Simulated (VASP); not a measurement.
Wanted: the native input for a VASP 6.6.1 run.

| Property | Result |
| --- | --- |
| Task | relaxation of cell and atoms |
| Functional | PBE |
| Potentials or basis | VASP PAW PBE potentials, release 64 (Be, Cd, Te) |
| Cutoff | 520 eV |
| k mesh | 2 × 3 × 3 |
| Occupations | gaussian, width 0.05 eV |
| Spin | no spin polarisation |
| Further INCAR settings | PREC = Normal; LREAL = Auto; ALGO = Fast; EDIFF = 1e-05; ISYM = 0; IBRION = 2; EDIFFG = -0.03; NSW = 110; ISIF = 3 |

The structure of Be3CdTe4 lies in POSCAR:

```
Be3CdTe4
1.0
    8.2795294000      0.0462856700      0.0712858300
    0.0399259200      7.2435631200     -0.1314761700
    0.0586579400     -0.1254186800      6.6153719200
Be Cd Te
6 2 8
Direct
    0.7428943100      0.6727130900      0.4996689200
    0.2462410800      0.6977394600      0.5166779900
    0.4940398300      0.8276399900      0.0279432300
    0.9905621500      0.1758945100      0.5190069300
    0.2611028200      0.3273248700      0.9812980100
    0.7543493300      0.3461783400      0.0200777300
    0.0143324000      0.8574628100      0.0024389500
    0.4943735900      0.1488608600      0.5052866800
    0.9886696500      0.8311952100      0.4441719700
    0.5160093900      0.7962087600      0.3609085400
    0.7027548400      0.6691700300      0.8840086800
    0.2826810200      0.6544694900      0.8700708000
    0.2340324800      0.3322418100      0.3824967700
    0.8008141100      0.3504713400      0.3567305900
    0.4831925600      0.1462972600      0.9115747100
    0.0104696700      0.1991008800      0.8600232200
```

The cell was built by a generator and needn't be a form met in nature.

One way to write it, as run:

INCAR

```
PREC     = Normal         # precision mode
ENCUT    = 520            # plane-wave cutoff, eV
EDIFF    = 1E-5           # SCF threshold, eV
ISMEAR   = 0              # smearing method
SIGMA    = 0.05           # smearing width, eV
LREAL    = Auto         
LASPH    = T              # aspherical terms in the spheres
NELM     = 80             # most SCF steps
ALGO     = Fast           # electronic algorithm
ISIF     = 3              # what is computed and relaxed
LWAVE    = F              # write WAVECAR
LCHARG   = F              # write CHGCAR
GGA      = PE             # functional
IBRION   = 2              # ionic algorithm
NSW      = 110            # ionic steps
EDIFFG   = -0.03          # ionic threshold
ISYM     = 0            
KPAR     = 2
```

KPOINTS

```
regular mesh
0
Gamma
  2 3 3
```

Potentials or basis: VASP PAW PBE potentials, release 64 (Be, Cd, Te).

Run with:

```bash
$ cat potpaw_PBE.64/Be/POTCAR potpaw_PBE.64/Cd/POTCAR potpaw_PBE.64/Te/POTCAR > POTCAR
$ mpirun -np 2 vasp_std > vasp.out
```

Results of the run:

```yaml
Relaxed_volume: 25.65 Å³/atom
Relaxed_cell: a = 8.366 Å, b = 7.168 Å, c = 6.844 Å, α = 90.01°, β = 90.03°, γ = 89.95°
Space_group_after_relaxing_to_0.05_Å: Pm (No. 6)
Energy_gained_by_relaxing: 134.3 meV/atom
Ionic_steps: 16
Pressure_after_relaxing: 0.0 GPa
Largest_force_after_relaxing: 0.026 eV/Å
Band_gap_on_the_k_mesh: 1.97 eV, indirect (least direct gap 1.98 eV)
```

Caveat: spin-orbit coupling is left out, which moves the levels of the heavy elements; an odd mesh through Γ misses points on the zone boundary, where band edges often lie.

Wall time 6.3 min on 2 MPI ranks on Intel(R) Xeon(R) Platinum 8488C (Sapphire Rapids) (shared host), peak memory 0.36 GiB a rank.
